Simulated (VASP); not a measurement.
# ZnS (Wurtzite-2H): structure and properties in VASP, part 2 of 4

Aim: relax ZnS (Wurtzite-2H), then compute properties on the relaxed cell. The start is a cell from a database of measured crystal structures.

VASP 6.6.1; LDA; plane waves and PAW (Zn, S).

So far, gap on the k-mesh (eV): step 2 (full relaxation (LDA)) 2.22. The relaxed cell has a = 3.739, c = 6.147 Å (conventional setting).

The database entry behind the starting cell differs from later determinations by our own check (about 0.4 % short), so it need not match the best structure at ambient conditions.

### Step 3. Second relaxation

A relaxation keeps the plane waves of the cell it began with, so it is repeated from the new cell, on a basis made for it.

INCAR

```
SYSTEM = ZnS
PREC = Accurate
ENCUT = 400
EDIFF = 1E-06
NELM = 100
ISMEAR = 0
SIGMA = 0.05
LREAL = .FALSE.
ALGO = Normal
GGA = CA
NBANDS = 24
LORBIT = 11
LWAVE = .FALSE.
LCHARG = .FALSE.
KPAR = 4
IBRION = 2
NSW = 60
ISIF = 3
EDIFFG = -0.01
```

POSCAR

```
ZnS
1.0
    3.7386952074      0.0000000000      0.0000000000
   -1.8693476037      3.2378050266      0.0000000000
    0.0000000000      0.0000000000      6.1467815461
Zn S
2 2
Direct
    0.3333333333      0.6666666667      0.0055428797
    0.6666666667      0.3333333333      0.5055428797
    0.3333333333      0.6666666667      0.3794571203
    0.6666666667      0.3333333333      0.8794571203
```

KPOINTS

```
Automatic mesh
0
Gamma
7 7 4
0 0 0
```

PAW data sets: Zn and S (LDA family, release 64).

On the command line:

```
$ mpirun -np 4 vasp_std
```

Output:

```text
[... set-up lines as in an earlier step ...]
 entering main loop
       N       E                     dE             d eps       ncg     rms          rms(c)
DAV:   1     0.210701462316E+03    0.21070E+03   -0.15132E+04  1152   0.155E+03
DAV:   2     0.690074768615E+00   -0.21001E+03   -0.20325E+03  1272   0.329E+02
DAV:   3    -0.169394180530E+02   -0.17629E+02   -0.17550E+02  1408   0.102E+02
DAV:   4    -0.172706045429E+02   -0.33119E+00   -0.33100E+00  1352   0.145E+01
DAV:   5    -0.172770805978E+02   -0.64761E-02   -0.64757E-02  1440   0.192E+00    0.109E+01
DAV:   6    -0.164272876166E+02    0.84979E+00   -0.19078E+00  1688   0.421E+01    0.819E+00
DAV:   7    -0.164229985215E+02    0.42891E-02   -0.16326E+00  1264   0.773E+00    0.327E+00
DAV:   8    -0.164011440478E+02    0.21854E-01   -0.64376E-02  1552   0.229E+00    0.962E-01
DAV:   9    -0.163999144918E+02    0.12296E-02   -0.16492E-02  1608   0.169E+00    0.284E-01
DAV:  10    -0.163999538335E+02   -0.39342E-04   -0.53830E-04  1448   0.295E-01    0.163E-01
DAV:  11    -0.163999747372E+02   -0.20904E-04   -0.72429E-05  1416   0.980E-02    0.846E-02
DAV:  12    -0.163999719524E+02    0.27848E-05   -0.14133E-05  1504   0.542E-02    0.831E-03
DAV:  13    -0.163999721202E+02   -0.16779E-06   -0.53203E-07   800   0.535E-03
   1 F= -.16399972E+02 E0= -.16399972E+02  d E =-.164000E+02
 curvature:   0.00 expect dE= 0.000E+00 dE for cont linesearch  0.000E+00
 trial: gam= 0.00000 g(F)=  0.143E-04 g(S)=  0.825E-04 ort = 0.000E+00 (trialstep = 0.100E+01)
 search vector abs. value=  0.967E-04
 bond charge predicted
       N       E                     dE             d eps       ncg     rms          rms(c)
DAV:   1    -0.164007940079E+02   -0.82206E-03   -0.14818E-02  1368   0.191E+00    0.216E-01
DAV:   2    -0.164001268372E+02    0.66717E-03   -0.36325E-03  1400   0.131E+00    0.862E-02
DAV:   3    -0.164000333077E+02    0.93529E-04   -0.18439E-04  1352   0.125E-01    0.424E-02
DAV:   4    -0.163999995307E+02    0.33777E-04   -0.39027E-05  1448   0.541E-02    0.172E-02
DAV:   5    -0.163999977777E+02    0.17530E-05   -0.86104E-06  1520   0.372E-02    0.630E-03
DAV:   6    -0.163999976961E+02    0.81604E-07   -0.29083E-06  1048   0.187E-02
   2 F= -.16399998E+02 E0= -.16399998E+02  d E =-.255759E-04
 trial-energy change:   -0.000026  1 .order   -0.000040   -0.000097    0.000017
 step:   0.6889(harm=  0.8493)  dis= 0.00029  next Energy=   -16.400001 (dE=-0.287E-04)
 reached required accuracy - stopping structural energy minimisation
```

It took 6.2 s on 4 MPI ranks of Intel Xeon 6975P-C (Granite Rapids), shared host; peak memory 0.54 GiB.

Parts of OUTCAR (step 3):

```text
  LATTYP: Found a hexagonal cell.
 ALAT       =     3.7386952074
 C/A-ratio  =     1.6440980623

 Found     24 irreducible k-points:

   dimension x,y,z NGX =    24 NGY =   24 NGZ =   40
   dimension x,y,z NGXF=    48 NGYF=   48 NGZF=   80

   ENCUT  =  400.0 eV  29.40 Ry    5.42 a.u.   6.10  6.10 10.02*2*pi/ulx,y,z

   NELECT =      36.0000    total number of electrons

 E-fermi :   2.7417

 k-point     1 :       0.0000    0.0000    0.0000
  band No.  band energies     occupation
    ...
     14       1.5475      2.00000
     15       1.5475      2.00000
     16       2.4355      2.00000
     17       2.5386      2.00000
     18       2.5386      2.00000
     19       4.7657      0.00000
     20       5.5572      0.00000
     21       8.6598      0.00000
     22       8.6598      0.00000
     23       8.9087      0.00000
    ...

 k-point     2 :       0.1429    0.0000    0.0000
  band No.  band energies     occupation
    ...
     14       0.4868      2.00000
     15       1.2082      2.00000
     16       1.4144      2.00000
     17       2.2346      2.00000
     18       2.3503      2.00000
     19       5.7270      0.00000
     20       6.4078      0.00000
     21       8.1732      0.00000
     22       9.0507      0.00000
     23       9.2164      0.00000
    ...

  Total       -0.0023965     -0.0023965      0.0158100      0.0000000      0.0000000      0.0000000
  in kB       -0.0516746     -0.0516746      0.3409057      0.0000000      0.0000000      0.0000000
  external PRESSURE =       0.0791855 kB  Pullay stress =       0.0000000 kB

  energy-cutoff  :      400.00
  volume of cell :       74.30
      direct lattice vectors                 reciprocal lattice vectors
     3.737823245  0.000000000  0.000000000     0.267535390  0.154461630 -0.000000000
    -1.868911622  3.237049885  0.000000000     0.000000000  0.308923259 -0.000000000
     0.000000000  0.000000000  6.140996176     0.000000000  0.000000000  0.162840030

 POSITION                                       TOTAL-FORCE (eV/Angst)
 -----------------------------------------------------------------------------------
     -0.00000      2.15803      0.03445        -0.000000     -0.000000     -0.002053
      1.86891      1.07902      3.10495        -0.000000     -0.000000     -0.002053
     -0.00000      2.15803      2.32983         0.000000      0.000000      0.002053
      1.86891      1.07902      5.40033         0.000000      0.000000      0.002053
 -----------------------------------------------------------------------------------
    total drift:                               -0.000001     -0.000001      0.000250

  FREE ENERGIE OF THE ION-ELECTRON SYSTEM (eV)
  ---------------------------------------------------
  free  energy   TOTEN  =       -16.3999976961 eV

  energy  without entropy=      -16.3999976961  energy(sigma->0) =      -16.39999770

 total charge
# of ion       s       p       d       tot
------------------------------------------
    1        0.549   0.541   9.804  10.894
    2        0.549   0.541   9.804  10.894
    3        1.312   2.444   0.000   3.756
    4        1.312   2.444   0.000   3.756
--------------------------------------------------
tot          3.722   5.969  19.608  29.300

[... 4 parts as in an earlier step ...]

[... 7 further parts left out ...]
```

Little changed from the start: no atom moved by 0.005 Å and no cell edge by 0.1 %.

Numbers from this step:

| Item | Value |
| --- | --- |
| free energy (TOTEN) | -16.40 eV |
| Fermi energy | 2.742 eV |
| pressure | 0.007919 GPa |
| SCF cycles over all ionic steps | 19 |
| gap on the k-mesh | 2.227 eV |
| least direct gap on the k-mesh | 2.227 eV |

It ends with a largest force of 0.002 eV/Å and a pressure of 0.01 GPa. The volume moved by only 0.14 %, so the cell is settled.

### Step 4. Single point with fields (LDA)

A single point on the relaxed cell gives a clean self-consistent state, with density, ELF and potential written out.

INCAR, as its differences from that of step 3:

```diff
@@ -13,7 +13,5 @@
 LWAVE = .FALSE.
-LCHARG = .FALSE.
-KPAR = 4
-IBRION = 2
-NSW = 60
-ISIF = 3
-EDIFFG = -0.01
+LCHARG = .TRUE.
+ISIF = 2
+LELF = .TRUE.
+LVHAR = .TRUE.
```

POSCAR

```
ZnS
1.0
    3.7378232446      0.0000000000      0.0000000000
   -1.8689116223      3.2370498847      0.0000000000
    0.0000000000      0.0000000000      6.1409961758
Zn S
2 2
Direct
    0.3333333333      0.6666666667      0.0056103564
    0.6666666667      0.3333333333      0.5056103564
    0.3333333333      0.6666666667      0.3793896436
    0.6666666667      0.3333333333      0.8793896436
```

KPOINTS is that of step 3.

On the command line:

```
$ mpirun -np 4 vasp_std
```

Output:

```text
[banner, memory and clock lines left out]
running    4 mpi-ranks, on    1 nodes
 distrk:  each k-point on    4 cores,    1 groups
 distr:  one band on    1 cores,    4 groups

 POSCAR found type information on POSCAR ZnS
 POSCAR found :  2 types and       4 ions
 LDA part: xc-table for (Slater(with rela. corr.)+CA(PZ))
 , standard interpolation
 POSCAR, INCAR and KPOINTS ok, starting setup
 FFT: planning ... GRIDC
 FFT: planning ... GRID_SOFT
 FFT: planning ... GRID
 WAVECAR not read
 entering main loop
       N       E                     dE             d eps       ncg     rms          rms(c)
DAV:   1     0.210991666599E+03    0.21099E+03   -0.14963E+04  1152   0.154E+03
DAV:   2     0.125125939762E+01   -0.20974E+03   -0.20238E+03  1232   0.327E+02
DAV:   3    -0.169267793306E+02   -0.18178E+02   -0.18089E+02  1448   0.103E+02
DAV:   4    -0.172708980952E+02   -0.34412E+00   -0.34395E+00  1312   0.146E+01
DAV:   5    -0.172776166009E+02   -0.67185E-02   -0.67181E-02  1488   0.197E+00    0.109E+01
DAV:   6    -0.164272819089E+02    0.85033E+00   -0.19020E+00  1664   0.422E+01    0.820E+00
DAV:   7    -0.164228620372E+02    0.44199E-02   -0.16342E+00  1272   0.774E+00    0.327E+00
DAV:   8    -0.164009994148E+02    0.21863E-01   -0.64214E-02  1544   0.227E+00    0.967E-01
DAV:   9    -0.163997298397E+02    0.12696E-02   -0.16681E-02  1592   0.168E+00    0.284E-01
DAV:  10    -0.163997684813E+02   -0.38642E-04   -0.54017E-04  1440   0.296E-01    0.163E-01
DAV:  11    -0.163997896815E+02   -0.21200E-04   -0.75448E-05  1416   0.102E-01    0.799E-02
DAV:  12    -0.163997868823E+02    0.27992E-05   -0.14872E-05  1512   0.569E-02    0.781E-03
DAV:  13    -0.163997870547E+02   -0.17236E-06   -0.57314E-07   808   0.586E-03
   1 F= -.16399787E+02 E0= -.16399787E+02  d E =-.454428E-11
```

Wall time 4 s (4 MPI ranks); peak memory 0.42 GiB.

Parts of OUTCAR (step 4):

```text
  LATTYP: Found a hexagonal cell.
 ALAT       =     3.7378232446
 C/A-ratio  =     1.6429338077

 Found     24 irreducible k-points:

   ENCUT  =  400.0 eV  29.40 Ry    5.42 a.u.   6.10  6.10 10.01*2*pi/ulx,y,z

   NELECT =      36.0000    total number of electrons

 E-fermi :   2.7504

 k-point     1 :       0.0000    0.0000    0.0000
  band No.  band energies     occupation
    ...
     14       1.5474      2.00000
     15       1.5474      2.00000
     16       2.4354      2.00000
     17       2.5385      2.00000
     18       2.5385      2.00000
     19       4.7656      0.00000
     20       5.5572      0.00000
     21       8.6598      0.00000
     22       8.6598      0.00000
     23       8.9086      0.00000
    ...

 k-point     2 :       0.1429    0.0000    0.0000
  band No.  band energies     occupation
    ...
     14       0.4867      2.00000
     15       1.2081      2.00000
     16       1.4143      2.00000
     17       2.2345      2.00000
     18       2.3502      2.00000
     19       5.7269      0.00000
     20       6.4077      0.00000
     21       8.1731      0.00000
     22       9.0507      0.00000
     23       9.2163      0.00000
    ...

  Total        0.0107510      0.0107510      0.0275714      0.0000000     -0.0000000      0.0000000
  in kB        0.2318215      0.2318215      0.5945148      0.0000000     -0.0000000      0.0000000
  external PRESSURE =       0.3527193 kB  Pullay stress =       0.0000000 kB

  energy-cutoff  :      400.00
  volume of cell :       74.30
      direct lattice vectors                 reciprocal lattice vectors
     3.737823245  0.000000000  0.000000000     0.267535390  0.154461630  0.000000000
    -1.868911622  3.237049885  0.000000000     0.000000000  0.308923259  0.000000000
     0.000000000  0.000000000  6.140996176     0.000000000  0.000000000  0.162840030

 POSITION                                       TOTAL-FORCE (eV/Angst)
 -----------------------------------------------------------------------------------
     -0.00000      2.15803      0.03445         0.000000      0.000000     -0.002128
      1.86891      1.07902      3.10495        -0.000000      0.000000     -0.002128
     -0.00000      2.15803      2.32983        -0.000000      0.000000      0.002128
      1.86891      1.07902      5.40033         0.000000     -0.000000      0.002128
 -----------------------------------------------------------------------------------
    total drift:                               -0.000001     -0.000001      0.000377

  FREE ENERGIE OF THE ION-ELECTRON SYSTEM (eV)
  ---------------------------------------------------
  free  energy   TOTEN  =       -16.3997870547 eV

  energy  without entropy=      -16.3997870547  energy(sigma->0) =      -16.39978705

[... 7 parts as in an earlier step ...]

[... 5 further parts left out ...]
```

Numbers from this step:

```
SCF cycles   : 13
Fermi energy : 2.750 eV
pressure     : 0.03527 GPa
```

Valence electrons inside each PAW sphere by angular momentum. Sphere charges, by row:

```
atom  s (e)  p (e)  d (e)  tot (e)
 Zn1  0.549  0.541  9.804    10.89
 Zn2  0.549  0.541  9.804    10.89
  S3  1.312  2.444      0    3.756
  S4  1.312  2.444      0    3.756
```

ELF in the ac plane at fractional y = 0.333, with atoms of Zn and S within 0.2 Å of it. It is the smooth field of the valence electrons, not physical close to the nuclei.

Values, 23 rows by 14 columns, each cell a mean:
```
0.38 0.21 0.17 0.19 0.30 0.58 0.81 0.85 0.78 0.70 0.74 0.83 0.84 0.73
0.48 0.24 0.17 0.20 0.37 0.68 0.84 0.83 0.65 0.45 0.54 0.79 0.86 0.79
0.53 0.26 0.16 0.21 0.42 0.71 0.84 0.79 0.54 0.28 0.40 0.73 0.84 0.80
0.49 0.23 0.12 0.17 0.39 0.67 0.80 0.80 0.68 0.55 0.61 0.77 0.81 0.76
0.40 0.17 0.08 0.12 0.30 0.58 0.77 0.82 0.83 0.82 0.82 0.83 0.80 0.69
0.27 0.10 0.04 0.07 0.19 0.44 0.67 0.79 0.86 0.88 0.87 0.82 0.72 0.55
0.14 0.05 0.03 0.04 0.10 0.24 0.43 0.55 0.62 0.64 0.63 0.58 0.49 0.33
0.10 0.05 0.03 0.04 0.08 0.16 0.23 0.27 0.30 0.31 0.31 0.28 0.25 0.19
0.13 0.10 0.09 0.10 0.12 0.15 0.18 0.21 0.18 0.15 0.16 0.20 0.20 0.16
0.19 0.22 0.25 0.24 0.21 0.18 0.20 0.16 0.06 0.02 0.04 0.12 0.20 0.18
0.27 0.39 0.44 0.41 0.33 0.23 0.20 0.11 0.02 0.01 0.01 0.07 0.18 0.20
0.40 0.56 0.61 0.59 0.48 0.29 0.21 0.11 0.02 0.02 0.01 0.06 0.18 0.23
0.53 0.67 0.71 0.69 0.60 0.38 0.23 0.16 0.07 0.03 0.04 0.12 0.21 0.27
0.61 0.71 0.73 0.71 0.65 0.46 0.26 0.21 0.17 0.14 0.16 0.20 0.22 0.34
0.61 0.68 0.70 0.69 0.64 0.50 0.29 0.20 0.20 0.21 0.21 0.19 0.23 0.39
0.54 0.62 0.65 0.63 0.57 0.44 0.28 0.18 0.15 0.15 0.15 0.16 0.22 0.35
0.42 0.52 0.56 0.54 0.47 0.33 0.19 0.12 0.09 0.09 0.09 0.10 0.15 0.25
0.25 0.34 0.38 0.36 0.29 0.18 0.10 0.05 0.04 0.03 0.03 0.04 0.07 0.13
0.14 0.20 0.23 0.21 0.17 0.10 0.06 0.04 0.04 0.04 0.04 0.04 0.05 0.08
0.12 0.15 0.16 0.16 0.13 0.11 0.09 0.11 0.13 0.15 0.14 0.12 0.09 0.09
0.16 0.16 0.16 0.16 0.16 0.18 0.26 0.36 0.45 0.48 0.47 0.40 0.30 0.21
0.20 0.17 0.18 0.18 0.19 0.29 0.49 0.63 0.70 0.71 0.71 0.67 0.56 0.38
0.26 0.19 0.18 0.19 0.23 0.42 0.68 0.79 0.80 0.79 0.79 0.80 0.75 0.56
```
Columns run along a (3.7 Å), rows up along c (6.1 Å). Atoms in or near the plane, at fractional coordinates: Zn at (0.67, 0.51), S at (0.67, 0.88).

Electrostatic potential energy in the ac plane at fractional y = 0.333, with atoms of Zn and S within 0.2 Å of it. With pseudopotentials it is smooth inside the atoms' cores, unlike the true potential.

Ten even steps from '0' (-73 eV) to '9' (4 eV), each cell a mean:
```
99999986211489
99999973000168
99999972000058
99999984000269
99999987322589
99999998777899
99999999988999
99999999888999
99999998888889
99999988888889
99999988888888
99999988888888
99999988888889
99999998888889
99999999888999
99999999999999
99999999999999
99999999999999
99999999999999
99999999999999
99999999999999
99999999999999
99999998767899
```
Columns run along a (3.7 Å; values clipped at the 3rd and 97th percentile), rows up along c (6.1 Å). Atoms in or near the plane, at fractional coordinates: Zn at (0.67, 0.51), S at (0.67, 0.88).

Valence density in the ac plane at fractional y = 0.333, with atoms of Zn and S within 0.2 Å of it. It is the smooth field of the valence electrons, not physical close to the nuclei.

Values in e/Å³, 23 rows by 14 columns, each cell a mean:
```
 0  0  0  0  0  0  1  1  1  1  1  1  1  0
 0  0  0  0  0  0  1  1  1  0  1  1  1  1
 0  0  0  0  0  0  1  1  1  0  0  1  1  1
 0  0  0  0  0  0  1  1  1  1  1  1  1  0
 0  0  0  0  0  0  0  1  1  1  1  1  1  0
 0  0  0  0  0  0  0  1  1  1  1  1  0  0
 0  0  0  0  0  0  0  0  0  1  1  0  0  0
 0  0  0  0  0  0  0  0  0  1  1  0  0  0
 0  0  0  0  0  0  0  1  1  2  2  1  0  0
 0  0  0  0  0  0  0  2  6  9  7  3  1  0
 0  0  0  0  0  0  1  3 10 16 13  6  1  0
 0  0  0  0  0  0  1  3 10 16 14  6  1  0
 0  0  0  0  0  0  0  2  5  8  7  3  1  0
 0  0  0  0  0  0  0  1  1  2  2  1  0  0
 0  0  0  0  0  0  0  0  0  0  0  0  0  0
 0  0  0  0  0  0  0  0  0  0  0  0  0  0
 0  0  0  0  0  0  0  0  0  0  0  0  0  0
 0  0  0  0  0  0  0  0  0  0  0  0  0  0
 0  0  0  0  0  0  0  0  0  0  0  0  0  0
 0  0  0  0  0  0  0  0  0  0  0  0  0  0
 0  0  0  0  0  0  0  0  0  0  0  0  0  0
 0  0  0  0  0  0  0  0  0  0  0  0  0  0
 0  0  0  0  0  0  0  1  1  1  1  1  0  0
```
Columns run along a (3.7 Å), rows up along c (6.1 Å). Atoms in or near the plane, at fractional coordinates: Zn at (0.67, 0.51), S at (0.67, 0.88).

In this run the pressure is 0.04 GPa, small enough to go on.

(Part 2 of 4 ends here.)

[Lines on the potential files, build, host, timing and source positions are cut from VASP's logs without a mark.]

[Logs are printed without paths, hosts, clocks, repeated set-up lines and the standing remarks that a program may print on its own settings, such as how far it seeks lower states.]

[Hosts, paths, dates, database ids (printed as entryN), source tags and the programs' standing remarks are cut or masked in the printed files.]

[Measured values are set beside computed ones only where the two were judged alike; some that the calculation misses by far are left out.]

[In band tables of VASP the shares of atoms and orbitals are scaled to a sum of 1 inside the atoms' spheres.]
